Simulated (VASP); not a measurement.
Input for VASP

INCAR:
```
SYSTEM = MgSe
PREC = Accurate
ENCUT = 400
EDIFF = 1E-6
NELM = 60
ALGO = Normal
LREAL = .FALSE.
LASPH = .TRUE.
ISMEAR = 0
SIGMA = 0.05
GGA = PE
LMAXMIX = 4
LWAVE = .FALSE.
LCHARG = .FALSE.
ISIF = 2
IMIX = 1
AMIX = 1.9
BMIX = 0.0001
```

### POSCAR
```
MgSe
1
    0.0000000000     2.7300000000     2.7300000000
    2.7300000000     0.0000000000     2.7300000000
    2.7300000000     2.7300000000     0.0000000000
Mg Se
1 1
Direct
  0.0000000000   0.0000000000   0.0000000000
  0.5000000000   0.5000000000   0.5000000000
```

File KPOINTS:
```
Automatic mesh
0
Gamma
6 6 6
0 0 0
```

POTCAR, in this order: Mg Se (PBE.64 set). Program: vasp_std.

The resulting files:

File standard output:
```
...
DAV:  16    -0.125142028905E+05   -0.19478E+04   -0.39406E+04   512   0.133E+03    0.212E+03
DAV:  17    -0.148429399145E+05   -0.23287E+04   -0.46230E+04   512   0.134E+03    0.201E+03
DAV:  18    -0.166474481177E+05   -0.18045E+04   -0.47072E+04   512   0.150E+03    0.192E+03
DAV:  19    -0.190345268657E+05   -0.23871E+04   -0.53903E+04   512   0.159E+03    0.186E+03
DAV:  20    -0.206309649980E+05   -0.15964E+04   -0.53629E+04   512   0.161E+03    0.180E+03
DAV:  21    -0.231065570294E+05   -0.24756E+04   -0.61864E+04   512   0.177E+03    0.176E+03
DAV:  22    -0.246734697543E+05   -0.15669E+04   -0.61127E+04   512   0.168E+03    0.172E+03
DAV:  23    -0.272331572953E+05   -0.25597E+04   -0.70494E+04   512   0.202E+03    0.171E+03
DAV:  24    -0.286813524860E+05   -0.14482E+04   -0.67638E+04   512   0.173E+03    0.171E+03
DAV:  25    -0.310360863037E+05   -0.23547E+04   -0.76240E+04   512   0.221E+03    0.171E+03
DAV:  26    -0.323520363460E+05   -0.13160E+04   -0.73427E+04   512   0.181E+03    0.172E+03
DAV:  27    -0.346910069362E+05   -0.23390E+04   -0.83205E+04   512   0.239E+03    0.171E+03
DAV:  28    -0.358619787079E+05   -0.11710E+04   -0.78784E+04   512   0.184E+03    0.170E+03
DAV:  29    -0.378930288948E+05   -0.20311E+04   -0.87057E+04   512   0.265E+03    0.169E+03
DAV:  30    -0.387820757410E+05   -0.88905E+03   -0.81907E+04   512   0.192E+03    0.168E+03
DAV:  31    -0.407067940402E+05   -0.19247E+04   -0.91628E+04   512   0.279E+03    0.165E+03
DAV:  32    -0.415221694698E+05   -0.81538E+03   -0.86347E+04   512   0.194E+03    0.162E+03
DAV:  33    -0.433224788788E+05   -0.18003E+04   -0.95646E+04   512   0.295E+03    0.165E+03
DAV:  34    -0.439701478777E+05   -0.64767E+03   -0.89514E+04   512   0.197E+03    0.168E+03
DAV:  35    -0.455949876444E+05   -0.16248E+04   -0.98676E+04   512   0.311E+03    0.169E+03
DAV:  36    -0.460477707533E+05   -0.45278E+03   -0.91602E+04   512   0.197E+03    0.170E+03
DAV:  37    -0.474809099907E+05   -0.14331E+04   -0.10090E+05   512   0.322E+03    0.167E+03
DAV:  38    -0.478218672580E+05   -0.34096E+03   -0.93966E+04   512   0.199E+03    0.165E+03
DAV:  39    -0.492119213607E+05   -0.13901E+04   -0.10401E+05   512   0.332E+03    0.166E+03
DAV:  40    -0.494644980411E+05   -0.25258E+03   -0.96366E+04   512   0.203E+03    0.167E+03
DAV:  41    -0.506800238279E+05   -0.12155E+04   -0.10547E+05   512   0.347E+03    0.165E+03
DAV:  42    -0.508558725122E+05   -0.17585E+03   -0.98206E+04   512   0.200E+03    0.164E+03
DAV:  43    -0.520820991907E+05   -0.12262E+04   -0.10822E+05   512   0.354E+03    0.164E+03
DAV:  44    -0.521376425530E+05   -0.55543E+02   -0.99548E+04   512   0.201E+03    0.163E+03
DAV:  45    -0.532426499869E+05   -0.11050E+04   -0.10940E+05   512   0.362E+03    0.165E+03
DAV:  46    -0.533110734939E+05   -0.68424E+02   -0.10175E+05   512   0.201E+03    0.167E+03
DAV:  47    -0.543999499423E+05   -0.10889E+04   -0.11194E+05   512   0.369E+03    0.167E+03
DAV:  48    -0.544519730559E+05   -0.52023E+02   -0.10378E+05   512   0.204E+03    0.167E+03
DAV:  49    -0.554483821362E+05   -0.99641E+03   -0.11328E+05   512   0.383E+03    0.168E+03
DAV:  50    -0.553689791030E+05    0.79403E+02   -0.10425E+05   512   0.204E+03    0.169E+03
DAV:  51    -0.562936370251E+05   -0.92466E+03   -0.11435E+05   512   0.376E+03    0.169E+03
DAV:  52    -0.561482896383E+05    0.14535E+03   -0.10504E+05   512   0.204E+03    0.170E+03
DAV:  53    -0.570404245102E+05   -0.89213E+03   -0.11553E+05   512   0.393E+03    0.171E+03
DAV:  54    -0.568679725817E+05    0.17245E+03   -0.10610E+05   512   0.203E+03    0.172E+03
DAV:  55    -0.575851054490E+05   -0.71713E+03   -0.11533E+05   512   0.395E+03    0.173E+03
DAV:  56    -0.572177754330E+05    0.36733E+03   -0.10530E+05   512   0.206E+03    0.173E+03
DAV:  57    -0.579111721883E+05   -0.69340E+03   -0.11550E+05   512   0.395E+03    0.175E+03
DAV:  58    -0.576387898009E+05    0.27238E+03   -0.10644E+05   512   0.202E+03    0.177E+03

 -----------------------------------------------------------------------------
|                                                                             |
|     EEEEEEE  RRRRRR   RRRRRR   OOOOOOO  RRRRRR      ###     ###     ###     |
|     E        R     R  R     R  O     O  R     R     ###     ###     ###     |
|     E        R     R  R     R  O     O  R     R     ###     ###     ###     |
|     EEEEE    RRRRRR   RRRRRR   O     O  RRRRRR       #       #       #      |
|     E        R   R    R   R    O     O  R   R                               |
|     E        R    R   R    R   O     O  R    R      ###     ###     ###     |
|     EEEEEEE  R     R  R     R  OOOOOOO  R     R     ###     ###     ###     |
|                                                                             |
|     ERROR FEXCP: supplied Exchange-correletion table                        |
|      is too small, maximal index : 3851                                     |
|                                                                             |
|       ---->  I REFUSE TO CONTINUE WITH THIS SICK JOB ... BYE!!! <----       |
|                                                                             |
 -----------------------------------------------------------------------------
```

Q: Read the log: what went wrong, and how is it fixed?

A: The cause: simple mixing (IMIX = 1) with AMIX above 1 overshoots. VASP stops with an error: ERROR FEXCP: supplied Exchange-correletion table is too small, maximal index : 3851 ----> I REFUSE TO CONTINUE WITH THIS SICK JOB ... BYE!!! <---- To mend it, remove IMIX, remove AMIX, remove BMIX.

The mended run (PBE GGA, plane waves, VASP's PBE PAW potentials (set 64)) converges, and its OSZICAR ends with
```
   1 F= -.74805782E+01 E0= -.74805782E+01  d E =-.841174E-15
```

The compound is MgSe in the rock salt structure. The cell was not relaxed at this level.
